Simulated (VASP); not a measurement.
Calculation: vdW-DF2, VASP's PBE PAW potentials (set 64) (plane waves; VASP).

VASP ran on this input.

**KPOINTS**
```
kpoints
0
G
  15 15 15
```

POSCAR:
```
Pt
2.8455260
  0.0000000000   0.7071068895   0.7071068895
  0.7071068895   0.0000000000   0.7071068895
  0.7071068895   0.7071068895   0.0000000000
Pt
1
Cart
  0.0000000000   0.0000000000   0.0000000000
```

INCAR:
```
AGGAC=0.0
ALGO=Normal
EDIFF=1E-7
ENCUT=520
GGA=ML
ISIF=2
ISMEAR=1
LASPH=.TRUE.
LCHARG=.FALSE.
LMAXMIX=6
LREAL=.FALSE.
LUSE_VDW=.TRUE.
LWAVE=.FALSE.
NELM=100
PREC=Accurate
SIGMA=0.1
SYSTEM=Pt
ZAB_VDW=-1.8867
```

POTCAR, in this order: Pt (PBE.64 set). Program: vasp_std.

The run wrote:

OSZICAR:
```
       N       E                     dE             d eps       ncg     rms          rms(c)
DAV:   1     0.409281665241E+02    0.40928E+02   -0.54573E+03  2216   0.102E+03
DAV:   2    -0.239940173610E+01   -0.43328E+02   -0.41223E+02  2272   0.185E+02
DAV:   3    -0.289048415090E+01   -0.49108E+00   -0.48130E+00  2604   0.198E+01
DAV:   4    -0.289215875910E+01   -0.16746E-02   -0.16744E-02  2526   0.124E+00
DAV:   5    -0.289217166141E+01   -0.12902E-04   -0.12902E-04  2477   0.993E-02    0.976E+00
DAV:   6    -0.260562134056E+01    0.28655E+00   -0.85169E-01  2192   0.827E+00    0.514E+00
DAV:   7    -0.258147964335E+01    0.24142E-01   -0.91384E-02  2334   0.274E+00    0.224E+00
DAV:   8    -0.257943799951E+01    0.20416E-02   -0.48954E-03  2304   0.698E-01    0.358E-01
DAV:   9    -0.257930260884E+01    0.13539E-03   -0.10297E-04  2293   0.985E-02    0.327E-02
DAV:  10    -0.257931996755E+01   -0.17359E-04   -0.35363E-05  2231   0.793E-02    0.628E-03
DAV:  11    -0.257931991144E+01    0.56112E-07   -0.29073E-07  2742   0.615E-03
   1 F= -.25793199E+01 E0= -.25797083E+01  d E =0.116527E-02
```

OUTCAR:
```
------------------------ aborting loop because EDIFF is reached ----------------------------------------
  FORCE on cell =-STRESS in cart. coord.  units (eV):
  Direction    XX          YY          ZZ          XY          YZ          ZX
  --------------------------------------------------------------------------------------
  Total        1.3268899      1.3268899      1.3268899      0.0000000      0.0000000     -0.0000000
  in kB      130.4886112    130.4886112    130.4886112      0.0000000      0.0000000     -0.0000000
  external PRESSURE =     130.4886112 kB  Pullay stress =       0.0000000 kB
  volume of cell :       16.29
      direct lattice vectors                 reciprocal lattice vectors
     0.000000000  2.012091039  2.012091039    -0.248497702  0.248497702  0.248497702
     2.012091039  0.000000000  2.012091039     0.248497702 -0.248497702  0.248497702
     2.012091039  2.012091039  0.000000000     0.248497702  0.248497702 -0.248497702
 POSITION                                       TOTAL-FORCE (eV/Angst)
 -----------------------------------------------------------------------------------
      0.00000      0.00000      0.00000        -0.000000     -0.000000     -0.000000
 -----------------------------------------------------------------------------------
    total drift:                               -0.000000      0.000000      0.000000
  FREE ENERGIE OF THE ION-ELECTRON SYSTEM (eV)
  ---------------------------------------------------
  free  energy   TOTEN  =        -2.5793199114 eV

  energy  without entropy=       -2.5804851789  energy(sigma->0) =       -2.57970833
```
(Selected blocks of OUTCAR.)

### OUTCAR
```
 val. band max:       10.1566304211   @ k =  -0.3333   0.0667   0.0000

 cond. band min:      10.1710946684   @ k =  -0.4667   0.2000   0.0000


 Fermi energy:        10.1662062878

 k-point     1 :       0.0000    0.0000    0.0000
  band No.  band energies     occupation
      1       0.9681      2.00000
      2       6.8458      2.00000
      3       6.8458      2.00000
      4       6.8458      2.00000
      5       8.6987      2.00000
      6       8.6987      2.00000
      7      25.3311      0.00000
      8      29.6719      0.00000
      9      29.6719      0.00000

 k-point     2 :       0.0667    0.0000    0.0000
  band No.  band energies     occupation
      1       1.1342      2.00000
      2       6.7804      2.00000
      3       6.9088      2.00000
      4       6.9088      2.00000
      5       8.6664      2.00000
      6       8.6664      2.00000
      7      25.5707      0.00000
      8      28.8213      0.00000
      9      29.9107      0.00000

 k-point     3 :       0.1333    0.0000    0.0000
  band No.  band energies     occupation
      1       1.6111      2.00000
      2       6.6267      2.00000
      3       7.0610      2.00000
      4       7.0610      2.00000
      5       8.6139      2.00000
      6       8.6139      2.00000
      7      26.1546      0.00000
      8      27.0950      0.00000
      9      30.5878      0.00000

 k-point     4 :       0.2000    0.0000    0.0000
  band No.  band energies     occupation
      1       2.3173      2.00000
      2       6.5146      2.00000
      3       7.1815      2.00000
      4       7.1815      2.00000
      5       8.6763      2.00000
      6       8.6763      2.00000
      7      24.9386      0.00000
      8      26.8029      0.00000
      9      31.5401      0.00000

 k-point     5 :       0.2667    0.0000    0.0000
  band No.  band energies     occupation
      1       3.0538      2.00000
      2       6.6869      2.00000
      3       7.1503      2.00000
...
```

Unless said otherwise, spin-orbit coupling is left out, though it shifts the bands of the heavy elements here.

The compound is Pt in the fcc structure. This cell is one point of a volume scan, at 0.94 of the reference volume.
